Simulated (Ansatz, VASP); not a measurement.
# PrSi in two plane-wave programs, part 2 of 2

One calculation is typed for both programs; each brings its own data sets and cutoff. How far apart do they land? The cell is taken from a series of VASP runs on this material, whose earlier steps may have relaxed, scaled or displaced it; both programs get it as it stands.

VASP 6.6.1 and Ansatz 0.2.0.

So far: Set-up; VASP: relaxation of cell and atoms, PBEsol, DFT+U.

In doubt: a part-filled 4f shell, where there is one, can sit in one of many states, so energies may not be the lowest and differences between runs may mislead; derivatives with an open 4f shell can jump between states, which bears on forces and vibrations.

### Step 3. Ansatz: relaxation of cell and atoms, PBEsol, DFT+U

Level of this step: Ansatz beside VASP: Kohn-Sham DFT, plane waves, PBEsol, DFT+U (Ansatz).

Ansatz runs on its default PAW (the set named soft_2) files.

The same cell, functional, mesh and smearing now go to Ansatz, which takes its cutoff from its data sets.

input.yaml

```yaml
crystal:
  lattice:
    - [8.1842691389, 0.0, 0.0]
    - [0.0, 3.9226704892, 0.0]
    - [0.0, 0.0, 5.8706051475]
  atoms:
    - { symbol: Pr, position: [0.6793549575, 0.25, 0.3865412026], spin: 2.0 }
    - { symbol: Pr, position: [0.3206450425, 0.75, 0.6134587974], spin: 2.0 }
    - { symbol: Pr, position: [0.8206450425, 0.75, 0.8865412026], spin: 2.0 }
    - { symbol: Pr, position: [0.1793549575, 0.25, 0.1134587974], spin: 2.0 }
    - { symbol: Si, position: [0.534519965, 0.25, 0.8797788712] }
    - { symbol: Si, position: [0.465480035, 0.75, 0.1202211288] }
    - { symbol: Si, position: [0.965480035, 0.75, 0.3797788712] }
    - { symbol: Si, position: [0.034519965, 0.25, 0.6202211288] }
hamiltonian:
  xc: pbesol
  pseudopotentials: { kind: paw }
  hubbard: { sites: [{ species: Pr, l: f, u_eff: 6.0 }] }
magnetization:
  spin_polarized: true
kpoints:
  mp_grid: { grid: [3, 6, 4] }
scf:
  occupations: { method: gaussian, width: 0.05 }
relax:
  f_tol: 0.01
  max_steps: 60
  cell: { stress_tol: 0.05 }
output:
  forces: true
  stress: true
  write_density: true
  write_potential: true
  elf: true
  volumetric_format: npy
```

Command:

```bash
$ ansatz run input.yaml --threads 4 --pin off --max-ram 9216MiB --backend cpu --events-out ev --progress --plain --runs-dir out
```

Numbers of over 12 decimals in the logs are rounded to 6 here.

The program printed:

```text
Pr: projections on atomic orbitals take those of the free atom [Kr 4d10] 4f3 5s2 5p6 5d0 6s2, of charge +0.00 (hamiltonian.pseudopotentials.projection_atoms); the dataset's partial waves leave at most 1.4e-3 of an orbital's norm unspanned inside its sphere
Si: projections on atomic orbitals take those of the free atom [Ne] 3s2 3p2, of charge +0.00 (hamiltonian.pseudopotentials.projection_atoms); the dataset's partial waves leave at most 6.1e-8 of an orbital's norm unspanned inside its sphere
band count auto-derived: 67, from the close of a first SCF at 46 (N_el = 68.0; filled up to band 34; 46 by the electrons, moments and atoms)
Engine: ansatz 0.2.0, aarch64-unknown-linux-gnu
Pseudopotentials: kind: paw
Pseudopotential: Pr, paw, valence charge 13, recommended cutoff 420 eV (normal), Pr.paw.azcp
Pseudopotential: Si, paw, valence charge 4, recommended cutoff 420 eV (normal), Si.paw.azcp
Functional definition: PBEsol
  exchange = pbesol_x
  correlation = pbesol_c
Crystal: 8 atoms, lattice volume = 188.471 Å³
Basis set: ecut = 420 eV, 3657 PW (Γ), exchange–correlation on 120×54×80 points (8 copies of the dense FFT grid, shifted against one another)
Bands: 46, of which v1, the nominal top of the filled ones, is band 34 counted from 1 (33 counted from 0)
Symmetry: 8 space group operations
Space group: Pnma (ITA 62), of the structure as read, at distance tolerance 5.7e-5 Å
Magnetic group: BNS 62.441 (UNI 539), of the structure as read, at distance tolerance 5.7e-5 Å
k-points: 24 of 72
Non-local potential: Pr, projectors of the file, l = 0: 3, l = 1: 2, l = 2: 2, l = 3: 3
Non-local potential: Si, projectors of the file, l = 0: 2, l = 1: 2, l = 2: 2
PAW form: soft (Blöchl's): semilocal exchange-correlation on the pseudo side does not see the compensation charge
PAW frozen core: Pr, regenerated for the run's functional, and the local potential with it (the file was generated under x = pbe(κ = 0.804, μ = 0.219515), c = pbe(β = 0.066725))
PAW frozen core: Si, regenerated for the run's functional, and the local potential with it (the file was generated under x = pbe(κ = 0.804, μ = 0.219515), c = pbe(β = 0.066725))
PAW one-centre angular grid: Pr, 590 points (default); XC on 64 Gauss nodes
PAW one-centre angular grid: Si, 110 points (default); XC on 64 Gauss nodes
Initial density: superposition of atomic densities (chi_scale 0.1, normalization cell, long waves kept (reshape's long-wave potential 0.00 eV rms))
Starting moments: Σ|m| = 8 μB on 4 of 8 sites
Initial wavefunctions: pseudopotential atomic-orbital guess
Functional: x = pbesol(κ = 0.804, μ = 0.123457), c = pbesol(β = 0.046)
SCF iter   1: F=—  HF=-29840.112786 eV  |F-HF|=—  |Δ(HF+E_count)|=         —  Δρ=9.47e-2 (↑6.03e-2 ↓9.47e-2)  dr2=3.53e1  dr2_m=1.95e0  M=4.959 μB ∫|m|=5.023 μB  β_m=0.30  ethr=3.10e-3  ⟨swp⟩=7.8  Hψ=11103  notcnv=0
preconditioner: auto → Kerker (q_TF=auto, 2.302 Å⁻¹)  [metal: Δε(μ)=0.002 eV  Ē_g=10.815 eV  σ=0.050 eV  W_gap=0.02  n_scr=42 (ndim 8)  ℏωp=21.0 eV  f_vac=0.000  D(μ)=25.15/eV (n_scr^D=370)]
spin=Collinear: Kerker preconditioning applied to the charge; magnetization (m = ρ↑ − ρ↓) channel mixes plain (no charge-response kernel on spin).
SCF iter   2: F=—  HF=-29841.138241 eV  |F-HF|=—  |Δ(HF+E_count)|=    1.03e0  Δρ=2.35e-1 (↑2.35e-1 ↓6.74e-2)  dr2=5.86e1  dr2_m=3.86e1  M=13.265 μB ∫|m|=13.625 μB  β_m=1.00  ethr=3.10e-3  ⟨swp⟩=17.3  Hψ=18713  notcnv=1  defer=157
SCF iter   3: F=—  HF=-29838.173377 eV  |F-HF|=—  |Δ(HF+E_count)|=    2.96e0  Δρ=3.68e-2 (↑3.68e-2 ↓2.23e-2)  dr2=2.79e0  dr2_m=7.63e-1  M=10.380 μB ∫|m|=10.523 μB  β_m=0.30  ethr=3.10e-3  ⟨swp⟩=7.2  Hψ=9695  notcnv=0  defer=170
SCF iter   4: F=—  HF=-29844.353308 eV  |F-HF|=—  |Δ(HF+E_count)|=    6.18e0  Δρ=2.28e-2 (↑2.28e-2 ↓1.55e-2)  dr2=2.05e-1  dr2_m=5.36e-1  M=9.289 μB ∫|m|=9.458 μB  β_m=0.30  ethr=3.10e-3  ⟨swp⟩=8.4  Hψ=6182  notcnv=0  defer=211
SCF iter   5: F=—  HF=-29849.016690 eV  |F-HF|=—  |Δ(HF+E_count)|=    4.66e0  Δρ=1.79e-2 (↑1.79e-2 ↓1.20e-2)  dr2=2.54e-1  dr2_m=3.00e-1  M=9.148 μB ∫|m|=9.313 μB  β_m=0.30  ethr=3.02e-4  ⟨swp⟩=9.1  Hψ=7187  notcnv=0  defer=251
SCF iter   6: F=—  HF=-29851.383639 eV  |F-HF|=—  |Δ(HF+E_count)|=    2.37e0  Δρ=1.14e-2 (↑1.14e-2 ↓8.51e-3)  dr2=9.25e-2  dr2_m=1.42e-1  M=9.174 μB ∫|m|=9.331 μB  β_m=1.00  ethr=3.02e-4  ⟨swp⟩=7.0  Hψ=4844  notcnv=0  defer=228
SCF iter   7: F=—  HF=-29852.671774 eV  |F-HF|=—  |Δ(HF+E_count)|=    1.29e0  Δρ=1.79e-3 (↑1.33e-3 ↓1.79e-3)  dr2=9.80e-3  dr2_m=1.38e-3  M=9.169 μB ∫|m|=9.314 μB  β_m=0.30  ethr=1.36e-4  ⟨swp⟩=7.0  Hψ=5775  notcnv=0  defer=232
SCF iter   8: F=—  HF=-29853.299599 eV  |F-HF|=—  |Δ(HF+E_count)|=   6.28e-1  Δρ=1.22e-3 (↑9.69e-4 ↓1.22e-3)  dr2=5.14e-3  dr2_m=7.38e-4  M=9.164 μB ∫|m|=9.309 μB  β_m=0.30  ethr=1.44e-5  ⟨swp⟩=5.2  Hψ=4758  notcnv=0  defer=218
Mixer restart at iter 8: flushing history
spin-set hold released at iteration 8 (site moments contracting): the magnetisation degrees of freedom join the quasi-Newton model from the next iteration; the mixer history was flushed
[...]
SCF iter   1: F=—  HF=-29854.257260 eV  |F-HF|=—  |Δ(HF+E_count)|=         —  Δρ=2.37e-6 (↑2.37e-6 ↓6.57e-7)  dr2=6.01e-9  dr2_m=2.33e-9  M=9.204 μB ∫|m|=9.325 μB  ethr=9.96e-12  ⟨swp⟩=1.1  Hψ=35240  notcnv=0
spin=Collinear: Kerker preconditioning applied to the charge; magnetization (m = ρ↑ − ρ↓) channel mixes plain (no charge-response kernel on spin).
SCF iter   2: F=—  HF=-29854.257243 eV  |F-HF|=—  |Δ(HF+E_count)|=   1.67e-5  Δρ=2.10e-5 (↑1.49e-5 ↓2.10e-5)  dr2=6.70e-7  dr2_m=2.42e-7  M=9.205 μB ∫|m|=9.325 μB  ethr=1.47e-6  ⟨swp⟩=1.0  Hψ=8969  notcnv=0
SCF iter   3: F=-29854.257261 eV  HF=-29854.257261 eV  |F-HF|=6.08e-9  |Δ(HF+E_count)|=   1.76e-5  Δρ=2.07e-6 (↑1.46e-6 ↓2.07e-6)  dr2=1.21e-8  dr2_m=1.90e-9  M=9.204 μB ∫|m|=9.325 μB  ethr=1.47e-10  ⟨swp⟩=2.0  Hψ=8408  notcnv=0
iter 1 solved again at ethr=9.96e-12 eV; its pass at ethr=1.47e-6 eV (dr2=6.77e-9 eV) is discarded
SCF iter   1: F=—  HF=-29854.257260 eV  |F-HF|=—  |Δ(HF+E_count)|=         —  Δρ=2.37e-6 (↑2.37e-6 ↓6.57e-7)  dr2=6.01e-9  dr2_m=2.33e-9  M=9.204 μB ∫|m|=9.325 μB  ethr=9.96e-12  ⟨swp⟩=1.1  Hψ=35240  notcnv=0
spin=Collinear: Kerker preconditioning applied to the charge; magnetization (m = ρ↑ − ρ↓) channel mixes plain (no charge-response kernel on spin).
SCF iter   2: F=—  HF=-29854.257242 eV  |F-HF|=—  |Δ(HF+E_count)|=   1.73e-5  Δρ=2.31e-5 (↑1.57e-5 ↓2.31e-5)  dr2=6.63e-6  dr2_m=2.50e-7  M=9.204 μB ∫|m|=9.325 μB  ethr=1.47e-6  ⟨swp⟩=1.0  Hψ=8981  notcnv=0
SCF iter   3: F=—  HF=-29854.257251 eV  |F-HF|=—  |Δ(HF+E_count)|=   8.42e-6  Δρ=4.84e-6 (↑4.84e-6 ↓4.57e-6)  dr2=1.43e-6  dr2_m=2.09e-9  M=9.204 μB ∫|m|=9.325 μB  ethr=1.11e-8  ⟨swp⟩=1.3  Hψ=7758  notcnv=0
SCF iter   4: F=-29854.257261 eV  HF=-29854.257261 eV  |F-HF|=5.13e-10  |Δ(HF+E_count)|=   9.82e-6  Δρ=1.87e-6 (↑8.58e-7 ↓1.87e-6)  dr2=3.35e-9  dr2_m=1.52e-9  M=9.204 μB ∫|m|=9.325 μB  ethr=1.47e-10  ⟨swp⟩=2.0  Hψ=8494  notcnv=0
WARN: a single-point calculation of the run's input, under the relaxation's own `scf.mixing.negative_modes` where the relaxation goes by `scf.lower_state_search: light` itself or types `scf.max_iter`, was made at the relaxed geometry, from the atoms, with one SCF from other starting moments behind it, in 193 SCF iterations in all. It converged +0.0 meV from the relaxation's final energy, with moments (2.06, 2.06, 2.06, 2.06, -0.01, -0.01, -0.01, -0.01 Bohr magnetons, atom by atom), which does not count as lower, and the relaxation's result stands. No further magnetic order was relaxed to its end, and one can end lower (see `relax.adjacent_minimum`). [rest of the remark cut]
SCF converged after 30 iterations
Magnetization: 9.2041 μB (38.6020 up, 29.3980 down)
Absolute magnetization: 9.3229 μB (∫|ρ↑−ρ↓|, with the PAW one-centre terms)
Spin contamination: 0.0155 ħ² per cell (⟨S²⟩ above its minimum at these occupations)
Per-site moments (μB) at R_I (Å): [(2.063953, 1.261873), (2.063953, 1.261873), (2.063953, 1.261873), (2.063953, 1.261873), (-0.010689, 1.024835), (-0.010689, 1.024835), (-0.010689, 1.024835), (-0.010689, 1.024835)]
Free energy (F): -29854.257261 eV
Harris-Foulkes:  -29854.257261 eV  (|F-HF|=1.46e-11)
Internal energy: -29854.246223 eV  (E = F + TS)
E sigma→0 (E₀):  -29854.251742 eV
Entropy (-TS):   -0.011038 eV (-1.380 meV/atom)
Fermi energy:    11.648847 eV
--- Per-component energies (eV) ---
  E_band       = -49.239598
  E_kinetic    = 1555.300224
  E_local      = -2439.874113  (includes V_loc(G=0)·N_el)
  E_nonlocal   = 328.836869
  E_hartree    = 856.844259
  E_xc         = -1119.127939
  E_vxc        = -1181.971896  (∫ρ·V_xc dr)
  E_hubbard    = 1.052115  (on-site DFT+U / exact-exchange correction)
  E_vhub       = -22.562400  (the Hubbard potential's part of the band-sum identity)
  E_paw        = -24187.156916  (= ΣΔE_a)
  E_vpaw       = -2.656738  (= ΣTr[D̂ρ^β])
  E_aug_tail   = 0.000025  (compensation charges beyond the density's cutoff)
  E_ewald      = -4851.428933
  E_core_change = 1.308187  (= ΣΔE_core)
  E_smearing   = -0.011038  (= −TS)
  E_closure    = 0.000000  (closes the sum)
  Σ components = -29854.257261   (vs F -29854.257261, Δ=0.00e0)
--- Forces (eV/Å), atoms counted from 1 ---
  atom   1  Pr     0.00154472    -0.00000000     0.00071840
  atom   2  Pr    -0.00154472     0.00000000    -0.00071840
  atom   3  Pr    -0.00154472    -0.00000000     0.00071840
  atom   4  Pr     0.00154472     0.00000000    -0.00071840
  atom   5  Si     0.00033408    -0.00000000    -0.00658680
  atom   6  Si    -0.00033408     0.00000000     0.00658680
  atom   7  Si    -0.00033408     0.00000000    -0.00658680
  atom   8  Si     0.00033408    -0.00000000     0.00658680
  max |Σ_I F_I| component: 3.47e-18 eV/Å
--- Stress (GPa, compression-positive) ---
       -0.000802       0.000000      -0.000000
        0.000000       0.021744      -0.000000
       -0.000000      -0.000000       0.006374
  P = ⅓ Tr σ = 0.0091 GPa (0.091 kbar)
--- Band table (eV; the first three rows and the last of 48) ---
  k-point 0 ↑: bands = [... 30 lower, 9.1449, 9.3101, 9.8216, 10.4702, 10.5102, 10.7343, 11.9404, 12.1780, ... 29 higher]
  k-point 1 ↑: bands = [... 30 lower, 9.2232, 9.4679, 9.9796, 10.1226, 10.2361, 10.9094, 11.2664, 12.1502, ... 29 higher]
  k-point 2 ↑: bands = [... 30 lower, 9.5499, 9.5499, 9.7276, 9.7276, 10.5224, 10.5224, 11.2109, 11.2109, ... 29 higher]
  k-point 23 ↓: bands = [... 30 lower, 11.6579, 11.6579, 13.1616, 13.1616, 13.8999, 13.8999, 14.4449, 14.4449, ... 29 higher]
--- Relaxed structure (3 steps of the walk, 3 accepted, 1 SCFs on fresh bases) ---
  F+E_penalty+E_count = -29854.25726078 eV   max|allowed force component| = 6.587e-3 eV/Å   (the final SCF, on the basis selected at the relaxed cell)
  cell:  # Å, volume = 189.3236 Å³
    - [8.189409, 0, 0]
    - [0, 3.925764, 0]
    - [0, 0, 5.888815]
  atoms:
    - { symbol: Pr, position: [0.679148, 0.25, 0.385926] }
    - { symbol: Pr, position: [0.320852, 0.75, 0.614074] }
    - { symbol: Pr, position: [0.820852, 0.75, 0.885926] }
    - { symbol: Pr, position: [0.179148, 0.25, 0.114074] }
    - { symbol: Si, position: [0.534382, 0.25, 0.879850] }
    - { symbol: Si, position: [0.465618, 0.75, 0.120150] }
    - { symbol: Si, position: [0.965618, 0.75, 0.379850] }
    - { symbol: Si, position: [0.034382, 0.25, 0.620150] }
```

Wall time 10 min (4 threads of Arm Neoverse V2, shared host); peak memory 2 GiB.

### Step 4. Side by side

Known differences besides the potentials themselves: U acts on the PAW sphere in VASP and on atomic orbitals in Ansatz, so only states and trends compare; both relaxations stop at a tolerance, which leaves soft axes loose, and VASP keeps its plane-wave basis; the cutoff is 420 eV in Ansatz and 440 eV in VASP; Ansatz makes its cores anew for this functional, VASP keeps those of its PBE data sets; Ansatz adds a Pulay correction to the stress that steers its cell, VASP none; site moments are counted in spheres of each program's own size. Total energies have different zeros and are not compared.

Compared:

```
                                         quantity  Ansatz    VASP  difference
                                      volume (Å³)  189.32  188.36     +0.51 %
edge a after relaxation, in the typed setting (Å)   8.189   8.183     +0.08 %
edge b after relaxation, in the typed setting (Å)   3.926   3.922     +0.10 %
edge c after relaxation, in the typed setting (Å)   5.889   5.870     +0.32 %
                                total moment (μB)    9.20    9.21       -0.01
                               moment on Pr1 (μB)    2.06    1.99       +0.07
                               moment on Pr2 (μB)    2.06    1.99       +0.07
                               moment on Pr3 (μB)    2.06    1.99       +0.07
                               moment on Pr4 (μB)    2.06    1.99       +0.07
```

The walks stopped with 0.01 GPa left in Ansatz and 0.01 GPa in VASP; each walk ends within a tolerance, so the volume difference is uncertain by about these residues over the bulk modulus, most in soft cells.

### Step 5. Results

* difference in volume (relaxation of cell and atoms, PBEsol, DFT+U): 0.51 %

**Reading.** The difference in volume is 0.51 % (relaxation of cell and atoms, PBEsol, DFT+U). How closely two codes agree says nothing of how well the functional describes the real material.

[Lines on the potential files, build, host, timing and source positions are cut from VASP's logs without a mark.]

[Logs are printed without paths, hosts, clocks, repeated set-up lines and the standing remarks that a program may print on its own settings, such as how far it seeks lower states.]

[Hosts, paths, dates, database ids (printed as entryN), source tags and the programs' standing remarks are cut or masked in the printed files.]
